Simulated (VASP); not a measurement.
Take Zr (hcp), with a static lattice, in VASP with PAW potentials, and its lattice constant c.

**Question.** One run gives 5.228 Å. Which level is it?
A) PBE-D3(BJ)
B) RPBE
C) r2SCAN+rVV10
D) PBE-D4

**Answer.** B, RPBE.  The others give 5.168 (PBE-D4), 5.158 (r2SCAN+rVV10), 5.128 (PBE-D3(BJ)).

Only levels that ran to the end are used. Left out are those held back, those with too coarse a band path, GW runs whose mesh misses a band edge, hybrids' fits of cells that aren't cubic and levels without matching references; a question may draw on a part of the rest.

The compound is Zr in the hcp structure.
